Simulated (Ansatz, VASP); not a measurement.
# CdF2: VASP beside Ansatz

One calculation is typed for both programs; each brings its own data sets. How far apart do they land? The cell is taken from a series of VASP runs on this material, whose earlier steps may have relaxed, scaled or displaced it; both programs get it as it stands. Valence electrons are named where the data sets of a main pair hold unlike numbers.

Method: plane waves, with VASP 6.6.1 beside it; relaxation of cell and atoms at RPBE, in Ansatz 0.2.0.

**1. Set-up**

Symmetry: Fm-3m, No. 225, cubic system. Conventional cell: a = 5.571 Å, b = 5.571 Å, c = 5.571 Å, α = 90.00°, β = 90.00°, γ = 90.00°. Nearest to Cd lie 8 F at 2.41 Å. F has 4 Cd at 2.41 Å nearest. Farther neighbours and most contacts between anions are not listed.

Coordinates:

```
Cd F
1.0
     0.00000    2.78540    2.78540
     2.78540    0.00000    2.78540
     2.78540    2.78540    0.00000
Cd F
1 2
Direct
  0.00000 0.00000 0.00000
  0.75000 0.75000 0.75000
  0.25000 0.25000 0.25000
```

**2. VASP: relaxation of cell and atoms, RPBE**

The relaxed volume is the usual yardstick between codes: in a stiff, nearly cubic crystal its relative difference is about their pressure difference at one cell divided by the bulk modulus.

Lines of VASP's logs that name or quote its potential files are left out, and so is its time.

Input file INCAR:

```
SYSTEM = CdF2
PREC = Accurate
ENCUT = 520
EDIFF = 1E-06
NELM = 100
ISMEAR = -1
SIGMA = 0.05
LREAL = .FALSE.
ALGO = Normal
GGA = RP
LORBIT = 11
LWAVE = .FALSE.
LCHARG = .FALSE.
IBRION = 2
NSW = 60
ISIF = 3
EDIFFG = -0.01
```

Input file POSCAR:

```
CdF2
1.0
    0.0000000000      2.7854008431      2.7854008431
    2.7854008431      0.0000000000      2.7854008431
    2.7854008431      2.7854008431      0.0000000000
Cd F
1 2
Direct
    0.0000000000      0.0000000000      0.0000000000
    0.7500000000      0.7500000000      0.7500000000
    0.2500000000      0.2500000000      0.2500000000
```

Input file KPOINTS:

```
Automatic mesh
0
Gamma
8 8 8
0 0 0
```

Potentials, in the order of the species: Cd and F (PBE family, release 64).

Launch:

```sh
> mpirun -np 1 vasp_std
```

Numbers of over 12 decimals in the logs are rounded to 6 here.

The program printed:

```text
[banner, memory and clock lines left out]
running    1 mpi-ranks, on    1 nodes
 distrk:  each k-point on    1 cores,    1 groups
 distr:  one band on    1 cores,    1 groups

 POSCAR found type information on POSCAR CdF
 POSCAR found :  2 types and       3 ions
|                                                                             |
|               ----> ADVICE to this user running VASP <----                  |
|                                                                             |
|     You enforced a specific xc type in the INCAR file but a different       |
|     [... a line on the potential file left out ...]
|     I HOPE YOU KNOW WHAT YOU ARE DOING!                                     |
|                                                                             |

 LDA part: xc-table for (Slater+PW92), standard interpolation
 POSCAR, INCAR and KPOINTS ok, starting setup
 FFT: planning ... GRIDC
 FFT: planning ... GRID_SOFT
 FFT: planning ... GRID
 WAVECAR not read
 entering main loop
       N       E                     dE             d eps       ncg     rms          rms(c)
DAV:   1     0.202893073218E+03    0.20289E+03   -0.15778E+04  1010   0.153E+03
DAV:   2    -0.288258340881E+01   -0.20578E+03   -0.20085E+03  1115   0.383E+02
DAV:   3    -0.119024090616E+02   -0.90198E+01   -0.90024E+01  1063   0.899E+01
DAV:   4    -0.119480628642E+02   -0.45654E-01   -0.45644E-01  1153   0.650E+00
DAV:   5    -0.119482279081E+02   -0.16504E-03   -0.16504E-03  1033   0.345E-01    0.956E+00
DAV:   6    -0.997457002884E+01    0.19737E+01   -0.58619E+00  1238   0.486E+01    0.649E+00
DAV:   7    -0.100437962452E+02   -0.69226E-01   -0.11213E+00   988   0.108E+01    0.366E+00
DAV:   8    -0.100470313061E+02   -0.32351E-02   -0.20637E-01  1055   0.444E+00    0.823E-01
DAV:   9    -0.100373190697E+02    0.97122E-02   -0.54260E-02  1083   0.261E+00    0.114E-01
DAV:  10    -0.100382593617E+02   -0.94029E-03   -0.41240E-03  1016   0.913E-01    0.175E-01
DAV:  11    -0.100384539093E+02   -0.19455E-03   -0.42050E-04  1067   0.213E-01    0.718E-02
DAV:  12    -0.100385195889E+02   -0.65680E-04   -0.17186E-04  1006   0.124E-01    0.241E-02
DAV:  13    -0.100385229282E+02   -0.33393E-05   -0.22939E-05  1086   0.438E-02    0.101E-02
DAV:  14    -0.100385222275E+02    0.70069E-06   -0.40048E-06   906   0.254E-02
   1 F= -.10038522E+02 E0= -.10038522E+02  d E =-.100385E+02
 curvature:   0.00 expect dE= 0.000E+00 dE for cont linesearch  0.000E+00
 trial: gam= 0.00000 g(F)=  0.582E-49 g(S)=  0.107E-02 ort = 0.000E+00 (trialstep = 0.100E+01)
 search vector abs. value=  0.107E-02
 bond charge predicted
       N       E                     dE             d eps       ncg     rms          rms(c)
DAV:   1    -0.100536143376E+02   -0.15091E-01   -0.31148E-01  1007   0.658E+00    0.959E-01
DAV:   2    -0.100401102389E+02    0.13504E-01   -0.52032E-02   995   0.216E+00    0.201E-01
DAV:   3    -0.100391438268E+02    0.96641E-03   -0.23945E-03  1003   0.841E-01    0.210E-01
DAV:   4    -0.100389963093E+02    0.14752E-03   -0.31752E-04  1003   0.214E-01    0.148E-01
DAV:   5    -0.100389518416E+02    0.44468E-04   -0.61783E-05  1049   0.890E-02    0.147E-02
DAV:   6    -0.100389490854E+02    0.27562E-05   -0.11089E-05  1176   0.545E-02    0.334E-03
DAV:   7    -0.100389488937E+02    0.19165E-06   -0.11542E-06   765   0.119E-02
   2 F= -.10038949E+02 E0= -.10038949E+02  d E =-.426666E-03
 trial-energy change:   -0.000427  1 .order   -0.000452   -0.001069    0.000166
 step:   0.8501(harm=  0.8656)  dis= 0.00000  next Energy=   -10.038961 (dE=-0.439E-03)
 reached required accuracy - stopping structural energy minimisation
```

Parts of OUTCAR (step 2):

```text
ion  position               nearest neighbor table
   1  0.000  0.000  0.000-   2 2.41   3 2.41   2 2.41   2 2.41   2 2.41   3 2.41   3 2.41   3 2.41

  LATTYP: Found a face centered cubic cell.
 ALAT       =     5.5708016862

 Subroutine GETGRP returns: Found 48 space group operations
 (whereof 48 operations were pure point group operations)

The static configuration has the point symmetry O_h .

 Found     29 irreducible k-points:

   k-points           NKPTS =     29   k-points in BZ     NKDIM =     29   number of bands    NBANDS=     17

   dimension x,y,z NGX =    30 NGY =   30 NGZ =   30
   dimension x,y,z NGXF=    60 NGYF=   60 NGZF=   60

   ENCUT  =  520.0 eV  38.22 Ry    6.18 a.u.   7.32  7.32  7.32*2*pi/ulx,y,z

   NELECT =      26.0000    total number of electrons

 k-points in reciprocal lattice and weights: Automatic mesh
   0.00000000  0.00000000  0.00000000       0.002
   0.12500000  0.00000000  0.00000000       0.016
   0.25000000  0.00000000  0.00000000       0.016
   0.37500000  0.00000000  0.00000000       0.016
   0.50000000  0.00000000  0.00000000       0.008
   0.12500000  0.12500000  0.00000000       0.012
   0.25000000  0.12500000  0.00000000       0.047
   0.37500000  0.12500000  0.00000000       0.047
   0.50000000  0.12500000  0.00000000       0.047
[...]
-0.37500000  0.50000000  0.12500000       0.023
  -0.25000000  0.50000000  0.25000000       0.012

 average (electrostatic) potential at core
       1 -39.9320       2 -78.2890       3 -78.2890

 E-fermi :  -0.7495

 k-point     1 :       0.0000    0.0000    0.0000
  band No.  band energies     occupation
    ...
      9      -2.5661      2.00000
     10      -2.5661      2.00000
     11      -2.4616      2.00000
     12      -2.4616      2.00000
     13      -2.4616      2.00000
     14       1.0400      0.00000
     15      10.5383      0.00000
     16      10.5383      0.00000
     17      10.5383      0.00000

 k-point     2 :       0.1250    0.0000    0.0000
  band No.  band energies     occupation
    ...
      9      -2.7080      2.00000
     10      -2.7079      2.00000
     11      -2.4821      2.00000
     12      -2.3952      2.00000
     13      -2.3952      2.00000
     14       1.5640      0.00000
     15       9.8609      0.00000
     16      10.7213      0.00000
     17      10.7213      0.00000

 k-point     3 :       0.2500    0.0000    0.0000
  band No.  band energies     occupation
    ...
      9      -2.9557      2.00000
     10      -2.9557      2.00000
     11      -2.8703      2.00000
     12      -2.3389      2.00000
     13      -2.3389      2.00000
     14       2.7349      0.00000
     15       8.7257      0.00000
     16      11.1856      0.00000
     17      11.1856      0.00000

  Total       -0.0231163     -0.0231163     -0.0231163     -0.0000000      0.0000000     -0.0000000
  in kB       -0.8507846     -0.8507846     -0.8507846     -0.0000000      0.0000000     -0.0000000
  external PRESSURE =      -0.8507846 kB  Pullay stress =       0.0000000 kB

  energy-cutoff  :      520.00
  volume of cell :       43.53
      direct lattice vectors                 reciprocal lattice vectors
     0.000000000  2.792069705  2.792069705    -0.179078624  0.179078624  0.179078624
     2.792069705  0.000000000  2.792069705     0.179078624 -0.179078624  0.179078624
     2.792069705  2.792069705 -0.000000000     0.179078624  0.179078624 -0.179078624

 POSITION                                       TOTAL-FORCE (eV/Angst)
 -----------------------------------------------------------------------------------
      0.00000      2.79207      2.79207        -0.000000      0.000000     -0.000000
      4.18810      4.18810      4.18810         0.000000      0.000000      0.000000
      1.39603      1.39603      1.39603        -0.000000     -0.000000     -0.000000
 -----------------------------------------------------------------------------------
    total drift:                                0.000000      0.000000      0.000000

  FREE ENERGIE OF THE ION-ELECTRON SYSTEM (eV)
  ---------------------------------------------------
  free  energy   TOTEN  =       -10.0389488937 eV

  energy  without entropy=      -10.0389488937  energy(sigma->0) =      -10.03894889

 reached required accuracy - stopping structural energy minimisation

 total charge
# of ion       s       p       d       tot
------------------------------------------
    1        0.210   0.155   9.678  10.044
    2        1.743   4.335   0.000   6.077
    3        1.743   4.335   0.000   6.077
--------------------------------------------------
tot          3.696   8.824   9.678  22.199

[... 3 further parts left out ...]
```

CONTCAR:

```
CdF2
   1.00000000000000
     0.0000000000000000    2.7920697049393914    2.7920697049393914
     2.7920697049393914    0.0000000000000000    2.7920697049393914
     2.7920697049393914    2.7920697049393914   -0.0000000000000000
  Cd              F
     1     2
Direct
     1.0000000000000000    0.0000000000000000    0.0000000000000000
     0.7500000000000000    0.7500000000000000    0.7500000000000000
     0.2500000000000000    0.2500000000000000    0.2500000000000000
```

The gap is read on the k-mesh alone, so it is an upper bound where the band edges lie off the mesh. The PAW data sets were made with PBE, which is usual practice but a small mismatch for other functionals. The run keeps the 48 symmetry operations of its start, so it cannot find a distortion of lower symmetry.

**3. Ansatz: relaxation of cell and atoms, RPBE**

Ansatz runs on its default PAW (the set named soft_2) files.

The same cell, functional, mesh and smearing now go to Ansatz, which takes its cutoff from its data sets.

Input file input.yaml:

```yaml
crystal:
  lattice:
    - [0.0, 2.7854008431, 2.7854008431]
    - [2.7854008431, 0.0, 2.7854008431]
    - [2.7854008431, 2.7854008431, 0.0]
  atoms:
    - { symbol: Cd, position: [0.0, 0.0, 0.0] }
    - { symbol: F, position: [0.75, 0.75, 0.75] }
    - { symbol: F, position: [0.25, 0.25, 0.25] }
hamiltonian:
  xc: rpbe
  pseudopotentials: { kind: paw }
kpoints:
  mp_grid: { grid: [8, 8, 8] }
scf:
  occupations: { method: fermi_dirac, width: 0.05 }
relax:
  f_tol: 0.01
  max_steps: 60
  cell: { stress_tol: 0.05 }
output:
  forces: true
  stress: true
```

Launch:

```sh
> ansatz run input.yaml --threads 4 --pin off --max-ram 9216MiB --backend cpu --events-out ev --progress --plain --runs-dir out
```

The program printed:

```text
Engine: ansatz 0.2.0, aarch64-unknown-linux-gnu
Pseudopotentials: kind: paw
Pseudopotential: Cd, paw, valence charge 20, recommended cutoff 420 eV (normal), Cd.paw.azcp
Pseudopotential: F, paw, valence charge 7, recommended cutoff 420 eV (normal), F.paw.azcp
Functional definition: RPBE
  parameter kappa = 0.804
  parameter beta = 0.066725
  exchange = rpbe_x(kappa = kappa, mu = beta*pi^2/3)
  correlation = pbe_c(beta = beta)
Crystal: 3 atoms, lattice volume = 43.221 Å³
Basis set: ecut = 420 eV, 869 PW (Γ), exchange–correlation on 54×54×54 points (8 copies of the dense FFT grid, shifted against one another)
Bands: 21, of which v1, the nominal top of the filled ones, is band 17 counted from 1 (16 counted from 0)
Symmetry: 48 space group operations
Space group: Fm-3m (ITA 225), of the structure as read, at distance tolerance 3.5e-5 Å
k-points: 29 of 512
Non-local potential: Cd, projectors of the file, l = 0: 3, l = 1: 2, l = 2: 2, l = 3: 1
Non-local potential: F, projectors of the file, l = 0: 2, l = 1: 2, l = 2: 1
PAW form: soft (Blöchl's): semilocal exchange-correlation on the pseudo side does not see the compensation charge
PAW frozen core: Cd, regenerated for the run's functional, and the local potential with it (the file was generated under x = pbe(κ = 0.804, μ = 0.219515), c = pbe(β = 0.066725))
PAW frozen core: F, regenerated for the run's functional, and the local potential with it (the file was generated under x = pbe(κ = 0.804, μ = 0.219515), c = pbe(β = 0.066725))
PAW one-centre angular grid: Cd, 590 points (default); XC on 64 Gauss nodes
PAW one-centre angular grid: F, 110 points (default); XC on 64 Gauss nodes
Initial density: superposition of atomic densities (neutral atoms: chi_scale 0, normalization atom), corrected by the library's trained network
Initial wavefunctions: pseudopotential atomic-orbital guess
Functional: x = rpbe, c = pbe(β = 0.066725)
SCF iter   1: F=—  HF=-9884.552842 eV  |F-HF|=—  |Δ(HF+E_count)|=         —  Δρ=6.70e-3  dr2=1.64e-2  ethr=1.77e-3  ⟨swp⟩=5.9  Hψ=2499  notcnv=0
preconditioner: auto → none  [insulator: Δε(μ)=3.012 eV  Ē_g=16.081 eV  σ=0.050 eV  W_gap=1.00  n_scr=14 (ndim 8)  ℏωp=28.8 eV  f_vac=0.160  D(μ)=0.00/eV (n_scr^D=0)  ε∞_Penn≈4.2]
SCF iter   2: F=—  HF=-9884.550391 eV  |F-HF|=—  |Δ(HF+E_count)|=   2.45e-3  Δρ=3.96e-3  dr2=2.64e-3  ethr=4.82e-5  ⟨swp⟩=2.1  Hψ=1330  notcnv=0
SCF iter   3: F=—  HF=-9884.549771 eV  |F-HF|=—  |Δ(HF+E_count)|=   6.20e-4  Δρ=9.97e-4  dr2=2.75e-4  ethr=7.75e-6  ⟨swp⟩=2.0  Hψ=1032  notcnv=0
SCF iter   4: F=—  HF=-9884.549819 eV  |F-HF|=—  |Δ(HF+E_count)|=   4.82e-5  Δρ=4.25e-4  dr2=3.58e-5  ethr=8.10e-7  ⟨swp⟩=2.6  Hψ=960  notcnv=0
SCF iter   5: F=—  HF=-9884.550040 eV  |F-HF|=—  |Δ(HF+E_count)|=   2.21e-4  Δρ=2.96e-5  dr2=2.90e-7  ethr=1.05e-7  ⟨swp⟩=2.2  Hψ=901  notcnv=0
SCF iter   6: F=-9884.550041 eV  HF=-9884.550041 eV  |F-HF|=1.06e-8  |Δ(HF+E_count)|=   4.99e-7  Δρ=4.60e-6  dr2=4.40e-9  ethr=2.94e-10  ⟨swp⟩=4.0  Hψ=2021  notcnv=0
SCF 1 converged in 6 iterations: F = -9884.550041 eV  dr2 = 4.40e-9
  greatest PAW one-centre occupation: 1.001 electrons in one spin orbital (limit 2), on the Cd atom at site 0 (counted from 0), in its partial waves of l = 1
relax step   1: F+E_penalty+E_count = -9884.55004088 eV  Δ(F+E_penalty+E_count) = +0.000e0 eV  max|allowed force component| = 3.469e-18 eV/Å  Δτ_max = 0.0000 Å  P = +0.150 GPa  Ω = 43.221 Å³  (6 SCF iters, dr2 threshold 1.00e-7 eV, accepted)
[...]
relax step   2: F+E_penalty+E_count = -9884.54982028 eV  Δ(F+E_penalty+E_count) = +2.206e-4 eV  max|allowed force component| = 1.291e-17 eV/Å  Δτ_max = 0.0000 Å  P = -0.007 GPa  Ω = 43.300 Å³  energy of the carried Pulay correction = -2.557e-4 eV  (5 SCF iters, dr2 threshold 5.62e-8 eV, accepted)
[...]
relax step   3: F+E_penalty+E_count = -9884.55000648 eV  Δ(F+E_penalty+E_count) = -1.862e-4 eV  max|allowed force component| = 1.060e-17 eV/Å  Δτ_max = 0.0000 Å  P = +0.005 GPa  Ω = 43.300 Å³  stress off target by 4.63e-3 GPa  SCF on the basis re-selected at this cell (its energy is not comparable with the rows above)  (6 SCF iters)
basis re-selected at this cell: Δ(F+E_penalty+E_count) = -1.862e-4 eV, ΔP = +0.012 GPa vs the last step (what re-selecting the basis moved, of the pressure what is left beyond the Pulay correction that the steps carried, after the strain that the cell walked since its last selection, with what the two solves' SCF thresholds leave and, on support functions, any second-order correction that the steps lacked; it is no m [...]
SCF converged after 6 iterations
Free energy (F): -9884.550006 eV
Harris-Foulkes:  -9884.550006 eV  (|F-HF|=5.46e-12)
Internal energy: -9884.550006 eV  (E = F + TS)
E sigma→0 (E₀):  -9884.550006 eV
Fermi energy:    6.747415 eV
--- Per-component energies (eV) ---
  E_band       = -522.780674
  E_kinetic    = 917.389459
  E_local      = -4440.462754  (includes V_loc(G=0)·N_el)
  E_nonlocal   = 180.855898
  E_hartree    = 1960.037615
  E_xc         = -336.116657
  E_vxc        = -424.242133  (∫ρ·V_xc dr)
  E_paw        = -4498.972743  (= ΣΔE_a)
  E_vpaw       = -676.400518  (= ΣTr[D̂ρ^β])
  E_aug_tail   = 0.004124  (compensation charges beyond the density's cutoff)
  E_ewald      = -3667.127151
  E_core_change = -0.157798  (= ΣΔE_core)
  E_smearing   = -0.000000  (= −TS)
  E_closure    = -0.000000  (closes the sum)
  Σ components = -9884.550006   (vs F -9884.550006, Δ=0.00e0)
--- Forces (eV/Å), atoms counted from 1 ---
  atom   1  Cd    -0.00000000    -0.00000000     0.00000000
  atom   2  F      0.00000000    -0.00000000     0.00000000
  atom   3  F      0.00000000     0.00000000    -0.00000000
  max |Σ_I F_I| component: 5.78e-18 eV/Å
--- Stress (GPa, compression-positive) ---
        0.004634      -0.000000      -0.000000
       -0.000000       0.004634      -0.000000
       -0.000000      -0.000000       0.004634
  P = ⅓ Tr σ = 0.0046 GPa (0.046 kbar)
--- Relaxed structure (2 steps of the walk, 2 accepted, 1 SCFs on fresh bases) ---
  F+E_penalty+E_count = -9884.55000648 eV   max|allowed force component| = 1.060e-17 eV/Å   (the final SCF, on the basis selected at the relaxed cell)
  cell:  # Å, volume = 43.3000 Å³
    - [0, 2.787100, 2.787100]
    - [2.787100, 0, 2.787100]
    - [2.787100, 2.787100, 0]
  atoms:
    - { symbol: Cd, position: [0, 0, 0] }
    - { symbol: F, position: [0.75, 0.75, 0.75] }
    - { symbol: F, position: [0.25, 0.25, 0.25] }
```

Wall time 1.6 s (4 threads of Arm Neoverse V1, shared host); peak memory 0.32 GiB; 4.4 s of CPU time.

**4. Comparison**

Known differences besides the potentials themselves: both relaxations stop at a tolerance, which leaves soft axes loose, and VASP keeps its plane-wave basis; the data sets hold 34 valence electrons in Ansatz (on its default PAW (the set named soft_2) files) and 26 in VASP; the cutoff is 420 eV in Ansatz and 520 eV in VASP; Ansatz makes its cores anew for this functional, VASP keeps those of its PBE data sets; VASP leaves aspherical gradient terms in its spheres out (LASPH is not set), Ansatz keeps them; Ansatz adds a Pulay correction to the stress that steers its cell, VASP none. Total energies have different zeros and are not compared.

The two programs side by side:

```csv
quantity,Ansatz,VASP,difference
volume (Å³),43.30,43.53,-0.53 %
"edge a after relaxation, in the typed setting (Å)",3.942,3.949,-0.18 %
```

The walks stopped with 0.00 GPa left in Ansatz and -0.09 GPa in VASP; each walk ends within a tolerance, so the volume difference is uncertain by about these residues over the bulk modulus, most in soft cells.

**5. Summary of results**

```
difference in volume (relaxation of cell and atoms, RPBE) : -0.53 %
```

What this shows: The difference in volume is -0.53 % (relaxation of cell and atoms, RPBE), within the 1.2 % picked in this series as the mark of a large difference, as far as the stopping tolerances let one tell. The data sets hold unlike numbers of valence electrons (34 in Ansatz and 26 in VASP), so part of the differences comes from the potentials. Such differences can come from data sets, numerical settings and the points named under the comparisons, not from the functional's error against experiment.

[Lines on the potential files, build, host, timing and source positions are cut from VASP's logs without a mark.]

[Logs are printed without paths, hosts, clocks, repeated set-up lines and the standing remarks that a program may print on its own settings, such as how far it seeks lower states.]

[Hosts, paths, dates, database ids (printed as entryN), source tags and the programs' standing remarks are cut or masked in the printed files.]
